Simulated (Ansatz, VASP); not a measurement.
# AlN: VASP beside Ansatz

One calculation is typed for both programs; each brings its own data sets. How far apart do they land? The structure shown is the end of the Ansatz relaxation below. Other levels of theory on this material are compared in a session of their own.

Calculated with Ansatz 0.2.0; plane waves, with VASP 6.6.1 beside it; single point at LDA.

### Step 1. Starting point

The structure is hexagonal, space group P6_3mc (No. 186). The conventional cell has a = 3.012 Å, b = 3.012 Å, c = 4.783 Å, α = 90.00°, β = 90.00°, γ = 120.00°. N has 4 Al at 1.82 to 1.84 Å nearest. Al has 4 N at 1.82 to 1.84 Å nearest. Farther neighbours and most contacts between anions are not listed.

Coordinates:

```cif
data_structure
_symmetry_space_group_name_H-M 'P6_3mc'
_symmetry_Int_Tables_number 186
_cell_length_a 3.0117
_cell_length_b 3.0117
_cell_length_c 4.7829
_cell_angle_alpha 90.000
_cell_angle_beta 90.000
_cell_angle_gamma 120.000
_cell_volume 37.57
loop_
_atom_site_label
_atom_site_type_symbol
_atom_site_symmetry_multiplicity
_atom_site_Wyckoff_symbol
_atom_site_fract_x
_atom_site_fract_y
_atom_site_fract_z
_atom_site_occupancy
N1 N 2 b 0.33333 0.66667 0.38214 1
Al1 Al 2 b 0.33333 0.66667 0.99786 1
```

### Step 2. Ansatz: relaxation, LDA

Ansatz runs on its PAW soft_1 files.

This run makes the geometry at which the two programs are then compared.

input.yaml

```yaml
crystal:
  lattice:
    - [3.0092619088, 0.0, 0.0]
    - [-1.5046309544, 2.6060972597, 0.0]
    - [0.0, 0.0, 4.7907501106]
  atoms:
    - { symbol: "N", position: [0.3333333333, 0.6666666667, 0.3817696639] }
    - { symbol: "N", position: [0.6666666667, 0.3333333333, 0.8817696639] }
    - { symbol: Al, position: [0.3333333333, 0.6666666667, -0.0017696639] }
    - { symbol: Al, position: [0.6666666667, 0.3333333333, 0.4982303361] }
kpoints:
  mp_grid: { grid: [9, 9, 6] }
hamiltonian:
  xc: lda
  pseudopotentials: { kind: paw, azcp: { folder: soft_1 }, xc_functional: pbe }
scf:
  occupations: { method: fixed }
output:
  forces: true
  stress: true
  eigenvalues: true
relax:
  adjacent_minimum: "off"
  f_tol: 0.001
  max_steps: 60
  cell: { stress_tol: 0.01, fix: [volume] }
```

Launch:

```
ansatz run input.yaml --threads 8 --pin off --max-ram 16384MiB --backend cpu --events-out ev --progress --plain --runs-dir out
```

Numbers of over 12 decimals in the logs are rounded to 6 here.

The program printed:

```text
Engine: ansatz 0.2.0, x86_64-unknown-linux-gnu
Pseudopotentials: kind: paw
Pseudopotential: N, paw, valence charge 5, recommended cutoff 420 eV (normal), soft_1/N.paw.azcp
Pseudopotential: Al, paw, valence charge 3, recommended cutoff 420 eV (normal), soft_1/Al.paw.azcp
Functional definition: SPW92
  exchange = slater_x
  correlation = pw_c
Crystal: 4 atoms, lattice volume = 37.571 Å³
Basis set: ecut = 420 eV, 713 PW (Γ)
Bands: 12, of which v1, the nominal top of the filled ones, is band 8 counted from 1 (7 counted from 0)
Symmetry: 12 space group operations
Space group: P63mc (ITA 186), of the structure as read, at distance tolerance 3.3e-5 Å
k-points: 48 of 486 (time reversal used)
Non-local potential: N, projectors of the file, l = 0: 2, l = 1: 2, l = 2: 1
Non-local potential: Al, projectors of the file, l = 0: 2, l = 1: 2, l = 2: 1
PAW form: soft (Blöchl's): semilocal exchange-correlation on the pseudo side does not see the compensation charge
PAW frozen core: N, regenerated for the run's functional, and the local potential with it (the file was generated under x = pbe(κ = 0.804, μ = 0.219515), c = pbe(β = 0.066725))
PAW frozen core: Al, regenerated for the run's functional, and the local potential with it (the file was generated under x = pbe(κ = 0.804, μ = 0.219515), c = pbe(β = 0.066725))
PAW one-centre angular grid: N, 110 points (default); XC on 64 Gauss nodes
PAW one-centre angular grid: Al, 110 points (default); XC on 64 Gauss nodes
Initial density: superposition of atomic densities (chi_scale 0.1, normalization cell, long waves kept (reshape's long-wave potential 0.00 eV rms))
Initial wavefunctions: pseudopotential atomic-orbital guess
Functional: x = slater, c = lda
SCF iter   1: F=—  HF=-1783.033483 eV  |F-HF|=—  |Δ(HF+E_count)|=         —  Δρ=1.54e-1  dr2=1.02e1  ethr=3.10e-3  ⟨swp⟩=5.0  Hψ=3172  notcnv=0  defer=54
preconditioner: auto → none  [insulator: Δε(μ)=6.644 eV  Ē_g=15.126 eV  n_scr=2 (ndim 8)  ℏωp=24.2 eV  f_vac=0.000  ε∞_Penn≈3.6]
SCF iter   2: F=—  HF=-1779.948880 eV  |F-HF|=—  |Δ(HF+E_count)|=    3.08e0  Δρ=7.58e-2  dr2=1.20e0  ethr=3.10e-3  ⟨swp⟩=3.1  Hψ=1735  notcnv=0  defer=91
SCF iter   3: F=—  HF=-1779.559352 eV  |F-HF|=—  |Δ(HF+E_count)|=   3.90e-1  Δρ=2.28e-2  dr2=9.58e-2  ethr=3.10e-3  ⟨swp⟩=2.2  Hψ=1371  notcnv=0  defer=86
SCF iter   4: F=—  HF=-1779.516921 eV  |F-HF|=—  |Δ(HF+E_count)|=   4.24e-2  Δρ=7.38e-4  dr2=7.22e-5  ethr=5.99e-4  ⟨swp⟩=2.0  Hψ=671  notcnv=0  defer=96
SCF iter   5: F=—  HF=-1779.516845 eV  |F-HF|=—  |Δ(HF+E_count)|=   7.59e-5  Δρ=1.70e-4  dr2=3.59e-6  ethr=4.51e-7  ⟨swp⟩=2.0  Hψ=960  notcnv=0  defer=95
SCF iter   6: F=-1779.516843 eV  HF=-1779.516843 eV  |F-HF|=3.59e-8  |Δ(HF+E_count)|=   2.18e-6  Δρ=1.50e-5  dr2=6.05e-8  ethr=6.25e-10  ⟨swp⟩=5.5  Hψ=3718  notcnv=0
SCF 1 converged in 6 iterations: F = -1779.516843 eV  dr2 = 6.05e-8
  greatest PAW one-centre occupation: 0.789 electrons in one spin orbital (limit 2), on the N atom at site 0 (counted from 0), in its partial waves of l = 0
relax step   1: F+E_penalty+E_count = -1779.51684312 eV  Δ(F+E_penalty+E_count) = +0.000e0 eV  max|allowed force component| = 1.312e-2 eV/Å  Δτ_max = 0.0000 Å  P = +20.563 GPa  Ω = 37.571 Å³  fix = [volume]  reactions: volume +20.563 GPa  (6 SCF iters, dr2 threshold 1.00e-7 eV, accepted)
[...]
relax step   2: F+E_penalty+E_count = -1779.51692169 eV  Δ(F+E_penalty+E_count) = -7.856e-5 eV  max|allowed force component| = 1.390e-2 eV/Å  Δτ_max = 0.0006 Å  P = +20.542 GPa  Ω = 37.571 Å³  energy of the carried Pulay correction = +2.092e-15 eV  fix = [volume]  reactions: volume +20.542 GPa  (3 SCF iters, dr2 threshold 2.07e-7 eV, accepted)
[...]
relax step   4: F+E_penalty+E_count = -1779.51696918 eV  Δ(F+E_penalty+E_count) = -2.817e-6 eV  max|allowed force component| = 9.327e-4 eV/Å  Δτ_max = 0.0002 Å  P = +20.508 GPa  Ω = 37.571 Å³  energy of the carried Pulay correction = +5.976e-17 eV  fix = [volume]  reactions: volume +20.508 GPa  (3 SCF iters, dr2 threshold 9.08e-9 eV, accepted)
[...]
relax step   5: F+E_penalty+E_count = -1779.51696924 eV  Δ(F+E_penalty+E_count) = -5.703e-8 eV  max|allowed force component| = 6.863e-9 eV/Å  Δτ_max = 0.0000 Å  P = +20.508 GPa  Ω = 37.571 Å³  fix = [volume]  reactions: volume +20.508 GPa  (3 SCF iters, dr2 threshold 3.11e-10 eV, accepted)
[...]
relax step   6: F+E_penalty+E_count = -1779.51695822 eV  Δ(F+E_penalty+E_count) = +1.102e-5 eV  max|allowed force component| = 2.560e-5 eV/Å  Δτ_max = 0.0000 Å  P = +20.508 GPa  Ω = 37.571 Å³  fix = [volume]  reactions: volume +20.508 GPa  stress off target by 1.15e-2 GPa on what of the cell is left free  SCF on the basis re-selected at this cell (its energy is not comparable with the rows above)  (4 SCF iters)
[...]
relax step   7: F+E_penalty+E_count = -1779.51695829 eV  Δ(F+E_penalty+E_count) = -6.952e-8 eV  max|allowed force component| = 3.673e-7 eV/Å  Δτ_max = 0.0000 Å  P = +20.507 GPa  Ω = 37.571 Å³  energy of the carried Pulay correction = -1.725e-8 eV  fix = [volume]  reactions: volume +20.507 GPa  (3 SCF iters, dr2 threshold 3.31e-10 eV, accepted)
[...]
relax step   8: F+E_penalty+E_count = -1779.51695829 eV  Δ(F+E_penalty+E_count) = -2.797e-11 eV  max|allowed force component| = 2.304e-7 eV/Å  Δτ_max = 0.0000 Å  P = +20.507 GPa  Ω = 37.571 Å³  fix = [volume]  reactions: volume +20.507 GPa  stress off target by 2.44e-4 GPa on what of the cell is left free  SCF on the basis re-selected at this cell (its energy is not comparable with the rows above)  (3 SCF iters)
basis re-selected at this cell: Δ(F+E_penalty+E_count) = -2.797e-11 eV, ΔP = -0.000 GPa vs the last step (what re-selecting the basis moved, of the pressure what is left beyond the Pulay correction that the steps carried, after the strain that the cell walked since its last selection, with what the two solves' SCF thresholds leave and, on support functions, any second-order correction that the steps lacked; it is no  [...]
SCF converged after 3 iterations
Free energy (F): -1779.516958 eV
Harris-Foulkes:  -1779.516958 eV  (|F-HF|=6.82e-13)
Internal energy: -1779.516958 eV  (E = F + TS)
E sigma→0 (E₀):  -1779.516958 eV
Fermi energy:    8.096758 eV
--- Per-component energies (eV) ---
  E_band       = 41.540593
  E_kinetic    = 321.573795
  E_local      = -402.116117  (includes V_loc(G=0)·N_el)
  E_nonlocal   = 95.098402
  E_hartree    = 148.114372
  E_xc         = -198.703559
  E_vxc        = -216.708345  (∫ρ·V_xc dr)
  E_paw        = -1130.679760  (= ΣΔE_a)
  E_vpaw       = -52.537703  (= ΣTr[D̂ρ^β])
  E_aug_tail   = 0.001820  (compensation charges beyond the density's cutoff)
  E_ewald      = -613.077431
  E_core_change = 0.271521  (= ΣΔE_core)
  E_smearing   = -0.000000  (= −TS)
  E_closure    = 0.000000  (closes the sum)
  Σ components = -1779.516958   (vs F -1779.516958, Δ=0.00e0)
--- Forces (eV/Å), atoms counted from 1 ---
  atom   1  N     -0.00000000     0.00000000    -0.00000778
  atom   2  N      0.00000000    -0.00000000    -0.00000778
  atom   3  Al     0.00000000    -0.00000000    -0.00000732
  atom   4  Al     0.00000000     0.00000000    -0.00000732
  max |Σ_I F_I| component: 3.02e-5 eV/Å
--- Stress (GPa, compression-positive) ---
       20.507096      -0.000000      -0.000000
        0.000000      20.507096       0.000000
       -0.000000       0.000000      20.506730
  P = ⅓ Tr σ = 20.5070 GPa (205.070 kbar)
--- Band table (eV; the first three rows and the last of 48) ---
  k-point 0: bands = [... 4 lower, 7.0557, 7.7548, 7.7548, 8.0968, 13.2172, 15.4472, 19.4511, 19.6601]
  k-point 1: bands = [... 4 lower, 7.0997, 7.4949, 7.7053, 7.7053, 13.6729, 15.5317, 19.2586, 19.6196]
  k-point 2: bands = [... 4 lower, 7.2222, 7.2222, 7.5720, 7.5720, 14.5848, 15.6404, 18.9436, 19.6692]
  k-point 47: bands = [... 4 lower, 3.7278, 3.7278, 7.2547, 7.2547, 15.7120, 15.7120, 16.3863, 16.3863]
--- Relaxed structure (6 steps of the walk, 6 accepted, 2 SCFs on fresh bases) ---
  F+E_penalty+E_count = -1779.51695829 eV   max|allowed force component| = 2.304e-7 eV/Å   (the final SCF, on the basis selected at the relaxed cell)
  cell:  # Å, volume = 37.5711 Å³
    - [3.011725, 0, 0]
    - [-1.505863, 2.608231, 0]
    - [0, 0.0, 4.782916]
  atoms:
    - { symbol: N, position: [0.333333, 0.666667, 0.382144] }
    - { symbol: N, position: [0.666667, 0.333333, 0.882144] }
    - { symbol: Al, position: [0.333333, 0.666667, -0.00214413] }
    - { symbol: Al, position: [0.666667, 0.333333, 0.497856] }
```

Reading the cycles: dr2 is the Hartree energy of the density residual (eV), the measure of convergence; HF is the Harris–Foulkes estimate of the energy, which meets the free energy F at convergence.

### Step 3. VASP: single point, LDA

The same cell, functional (in two slightly different forms) and mesh now go to VASP, with its own data sets.

Lines of VASP's logs that name or quote its potential files are left out, and so is its time.

INCAR

```
SYSTEM = AlN
PREC = Accurate
ENCUT = 600
EDIFF = 1E-06
NELM = 120
ISMEAR = 0
SIGMA = 0.01
LREAL = .FALSE.
ALGO = Normal
GGA = PW92
NBANDS = 14
LORBIT = 11
LWAVE = .FALSE.
LCHARG = .FALSE.
ISIF = 2
LASPH = .TRUE.
GGA_COMPAT = .FALSE.
EFERMI = MIDGAP
KPAR = 2
```

POSCAR

```
AlN
1.0
    3.0117254081      0.0000000000      0.0000000000
   -1.5058627040      2.6082307126      0.0000000000
    0.0000000000      0.0000000000      4.7829159419
N Al
2 2
Direct
    0.3333333334      0.6666666668      0.3821441257
    0.6666666668      0.3333333334      0.8821441257
    0.3333333334      0.6666666668      0.9978558743
    0.6666666668      0.3333333334      0.4978558743
```

KPOINTS

```
Automatic mesh
0
Gamma
9 9 6
0 0 0
```

The projector-augmented-wave data sets are N and Al (LDA family, release 64).

Launch:

```
mpirun -np 2 vasp_std
```

The program printed:

```text
[banner, memory and clock lines left out]
running    2 mpi-ranks, on    1 nodes
 distrk:  each k-point on    1 cores,    2 groups
 distr:  one band on    1 cores,    1 groups

 POSCAR found type information on POSCAR N Al
 POSCAR found :  2 types and       4 ions
|                                                                             |
|               ----> ADVICE to this user running VASP <----                  |
|                                                                             |
|     You enforced a specific xc type in the INCAR file but a different       |
|     [... a line on the potential file left out ...]
|     I HOPE YOU KNOW WHAT YOU ARE DOING!                                     |
|                                                                             |

 LDA part: xc-table for (Slater(with rela. corr.)+PW92), standard interpolation
 POSCAR, INCAR and KPOINTS ok, starting setup
 FFT: planning ... GRIDC
 FFT: planning ... GRID_SOFT
 FFT: planning ... GRID
 WAVECAR not read
 entering main loop
       N       E                     dE             d eps       ncg     rms          rms(c)
DAV:   1     0.512626058841E+02    0.51263E+02   -0.81959E+03  1344   0.115E+03
DAV:   2    -0.343526306825E+02   -0.85615E+02   -0.78257E+02  1836   0.214E+02
DAV:   3    -0.382111449166E+02   -0.38585E+01   -0.38360E+01  1812   0.461E+01
DAV:   4    -0.382329999948E+02   -0.21855E-01   -0.21853E-01  1524   0.421E+00
DAV:   5    -0.382331990686E+02   -0.19907E-03   -0.19906E-03  1794   0.397E-01    0.131E+01
DAV:   6    -0.327786309586E+02    0.54546E+01   -0.14484E+01  1596   0.284E+01    0.470E+00
DAV:   7    -0.327133132235E+02    0.65318E-01   -0.84167E-01  1638   0.600E+00    0.294E+00
DAV:   8    -0.326587272074E+02    0.54586E-01   -0.86916E-02  1578   0.258E+00    0.426E-01
DAV:   9    -0.326530766550E+02    0.56506E-02   -0.12924E-02  1776   0.821E-01    0.208E-01
DAV:  10    -0.326532492578E+02   -0.17260E-03   -0.94654E-04  1542   0.209E-01    0.106E-01
DAV:  11    -0.326531953525E+02    0.53905E-04   -0.10738E-04  1764   0.852E-02    0.193E-02
DAV:  12    -0.326531948507E+02    0.50181E-06   -0.19865E-06  1436   0.113E-02
   1 F= -.32653195E+02 E0= -.32653195E+02  d E =0.000000E+00
```

OUTCAR, selected parts (step 3):

```text
ion  position               nearest neighbor table
   1  0.333  0.667  0.382-   4 1.82   4 1.82   4 1.82   3 1.84
   2  0.667  0.333  0.882-   3 1.82   3 1.82   3 1.82   4 1.84
   3  0.333  0.667  0.998-   2 1.82   2 1.82   2 1.82   1 1.84   4 2.96   4 2.96   4 2.96   4 2.96
                             4 2.96   4 2.96
   4  0.667  0.333  0.498-   1 1.82   1 1.82   1 1.82   2 1.84   3 2.96   3 2.96   3 2.96   3 2.96
                             3 2.96   3 2.96

  LATTYP: Found a hexagonal cell.
 ALAT       =     3.0117254081
 C/A-ratio  =     1.5880982805

 Subroutine GETGRP returns: Found 12 space group operations
 (whereof  6 operations were pure point group operations)

The static configuration has the point symmetry C_3v.
 The point group associated with its full space group is C_6v.

 Found     48 irreducible k-points:

   k-points           NKPTS =     48   k-points in BZ     NKDIM =     48   number of bands    NBANDS=     14

   dimension x,y,z NGX =    24 NGY =   24 NGZ =   40
   dimension x,y,z NGXF=    48 NGYF=   48 NGZF=   80

   ENCUT  =  600.0 eV  44.10 Ry    6.64 a.u.   6.02  6.02  9.55*2*pi/ulx,y,z

   NELECT =      16.0000    total number of electrons

 k-points in reciprocal lattice and weights: Automatic mesh
   0.00000000  0.00000000  0.00000000       0.002
   0.11111111 -0.00000000  0.00000000       0.012
   0.22222222 -0.00000000  0.00000000       0.012
   0.33333333 -0.00000000  0.00000000       0.012
   0.44444444 -0.00000000  0.00000000       0.012
   0.11111111  0.11111111  0.00000000       0.012
   0.22222222  0.11111111  0.00000000       0.025
   0.33333333  0.11111111  0.00000000       0.025
   0.44444444  0.11111111  0.00000000       0.012
[...]
0.33333333  0.22222222  0.50000000       0.025
   0.33333333  0.33333333  0.50000000       0.004

 average (electrostatic) potential at core
       1 -58.7020       2 -58.7020       3 -68.5052       4 -68.5052

 E-fermi :   9.4903

 k-point     1 :       0.0000    0.0000    0.0000
  band No.  band energies     occupation
    ...
      4       5.9871      2.00000
      5       5.9871      2.00000
      6       6.6888      2.00000
      7       6.6888      2.00000
      8       7.0316      2.00000
      9      12.1671      0.00000
     10      14.3807      0.00000
     11      18.3867      0.00000
     12      18.5931      0.00000
     13      18.5931      0.00000
    ...

 k-point     2 :       0.1111   -0.0000    0.0000
  band No.  band energies     occupation
    ...
      4       5.2440      2.00000
      5       5.7681      2.00000
      6       6.0339      2.00000
      7       6.6717      2.00000
      8       6.9524      2.00000
      9      12.8010      0.00000
     10      14.9770      0.00000
     11      17.4438      0.00000
     12      17.7178      0.00000
     13      19.0870      0.00000
    ...

 k-point     3 :       0.2222   -0.0000    0.0000
  band No.  band energies     occupation
    ...
      4       3.6444      2.00000
      5       4.7396      2.00000
      6       5.3265      2.00000
      7       6.5506      2.00000
      8       6.6580      2.00000
      9      13.7394      0.00000
     10      15.2737      0.00000
     11      15.7441      0.00000
     12      17.5239      0.00000
     13      19.2799      0.00000
    ...

  Total        4.9630050      4.9630050      4.9482289      0.0000000      0.0000000      0.0000000
  in kB      211.6416667    211.6416667    211.0115550      0.0000000      0.0000000      0.0000000
  external PRESSURE =     211.4316295 kB  Pullay stress =       0.0000000 kB

  energy-cutoff  :      600.00
  volume of cell :       37.57
      direct lattice vectors                 reciprocal lattice vectors
     3.011725408  0.000000000  0.000000000     0.332035582  0.191700833  0.000000000
    -1.505862704  2.608230713  0.000000000     0.000000000  0.383401666  0.000000000
     0.000000000  0.000000000  4.782915942     0.000000000  0.000000000  0.209077477

 POSITION                                       TOTAL-FORCE (eV/Angst)
 -----------------------------------------------------------------------------------
      0.00000      1.73882      1.82776         0.000000      0.000000      0.000776
      1.50586      0.86941      4.21922        -0.000000     -0.000000      0.000776
      0.00000      1.73882      4.77266         0.000000     -0.000000     -0.000776
      1.50586      0.86941      2.38120        -0.000000      0.000000     -0.000776
 -----------------------------------------------------------------------------------
    total drift:                               -0.000000     -0.000000      0.000696

  FREE ENERGIE OF THE ION-ELECTRON SYSTEM (eV)
  ---------------------------------------------------
  free  energy   TOTEN  =       -32.6531948507 eV

  energy  without entropy=      -32.6531948507  energy(sigma->0) =      -32.65319485

 total charge
# of ion       s       p       d       tot
------------------------------------------
    1        1.217   2.695   0.000   3.912
    2        1.217   2.695   0.000   3.912
    3        0.393   0.511   0.000   0.904
    4        0.393   0.511   0.000   0.904
--------------------------------------------------
tot          3.219   6.412   0.000   9.632

[... 3 further parts left out ...]
```

The run ends at a pressure of 21.14 GPa, with forces up to 7.8e-4 eV/Å.

### Step 4. Side by side

Known differences besides the potentials themselves: fixed occupations in Ansatz, narrow Gaussian smearing in VASP; the cutoff is 420 eV in Ansatz and 600 eV in VASP; VASP's log shows a relativistic correction to its local exchange, Ansatz's none; Ansatz's pressure holds a Pulay correction, VASP's none. Total energies have different zeros and are not compared.

Compared:

```tsv
quantity	Ansatz	VASP	difference
pressure (GPa)	20.51	21.14	-0.64
gap on the k mesh (eV)	4.930	4.917	+0.013
```

A gap on the mesh is an upper bound, since the band edges may lie between its points.

### Step 5. What came out

```yaml
difference_in_gap_on_the_k_mesh_single_point_lda: 0.013 eV
difference_in_pressure_single_point_lda: -0.64 GPa
```

**Reading.** The difference in pressure is -0.64 GPa (single point, LDA), within the 1 GPa picked in this series as the mark of a large difference. 4 further runs of this series are not shown here. Such differences can come from data sets, numerical settings and the points named under the comparisons, not from the functional's error against experiment.

[Lines on the potential files, build, host, timing and source positions are cut from VASP's logs without a mark.]

[Logs are printed without paths, hosts, clocks, repeated set-up lines and the standing remarks that a program may print on its own settings, such as how far it seeks lower states.]

[Hosts, paths, dates, database ids (printed as entryN), source tags and the programs' standing remarks are cut or masked in the printed files.]
